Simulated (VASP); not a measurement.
A VASP calculation is set up with these files.

File POSCAR:
```
BN
1
    1.2826726306    -2.2216543900     0.0000000000
    1.2826726306     2.2216543900     0.0000000000
    0.0000000000     0.0000000000     4.2417068549
B N
2 2
Direct
  0.6666670000   0.3333330000   0.5002590611
  0.3333330000   0.6666670000   0.0002590611
  0.6666670000   0.3333330000   0.8747409389
  0.3333330000   0.6666670000   0.3747409389
```

INCAR:
```
# general
SYSTEM=BN
PREC  =Accurate
ENCUT =520
LREAL =.FALSE.   # projection in real space or not
LASPH =.TRUE.   # aspherical one-centre terms

# electronic loop
EDIFF =1E-7
NELM  =100   # most electronic steps
ALGO  =Normal

# smearing
ISMEAR=0
SIGMA =0.05   # width (eV)

# functional
GGA   =RE   # revPBE

# ions
IBRION=2   # conjugate gradients
NSW   =30   # most ionic steps
ISIF  =4   # ions and shape, fixed volume
EDIFFG=-0.01

# output
LWAVE =.FALSE.
LCHARG=.FALSE.
```

**KPOINTS**
```
Automatic mesh
0
Gamma
10 10 5
0 0 0
```

POTCAR, in this order: B N (PBE.64 set). Program: vasp_std.

**Question.** Translate this revPBE calculation to Quantum ESPRESSO's pw.x.

**Answer.** One equivalent input (not run):
```
&CONTROL
  calculation = 'vc-relax'
  pseudo_dir = './pseudo'
  outdir = './out'
  tprnfor = .true.
  tstress = .true.
  nstep = 30
  forc_conv_thr = 0.00039
/
&SYSTEM
  ibrav = 0
  nat = 4
  ntyp = 2
  ecutwfc = 84
  occupations = 'smearing'
  smearing = 'gaussian'
  degauss = 0.003675
  input_dft = 'revpbe'
/
&ELECTRONS
  conv_thr = 7.3e-09
  electron_maxstep = 100
/
&IONS
/
&CELL
  cell_dofree = 'shape'
/
ATOMIC_SPECIES
  B 10.810 B.upf
  N 14.007 N.upf
CELL_PARAMETERS angstrom
     1.2826726   -2.2216544    0.0000000
     1.2826726    2.2216544    0.0000000
     0.0000000    0.0000000    4.2417069
ATOMIC_POSITIONS crystal
  B    0.6666670  0.3333330  0.5002591
  B    0.3333330  0.6666670  0.0002591
  N    0.6666670  0.3333330  0.8747409
  N    0.3333330  0.6666670  0.3747409
K_POINTS automatic
  10 10 5 0 0 0
```
The two are equivalent in intent, not identical: the potentials are each code's own (VASP's PAW set, PseudoDojo norm-conserving files in pw.x), so ENCUT and ecutwfc are chosen apart and not converted; conv_thr bounds pw.x's estimated SCF error, while EDIFF bounds the energy change between steps; forc_conv_thr acts on force components and is met together with etot_conv_thr.

The compound is BN in the wurtzite structure, a metastable high-pressure form. This run relaxes it. Symmetry was kept, so distortions that lower it aren't found.
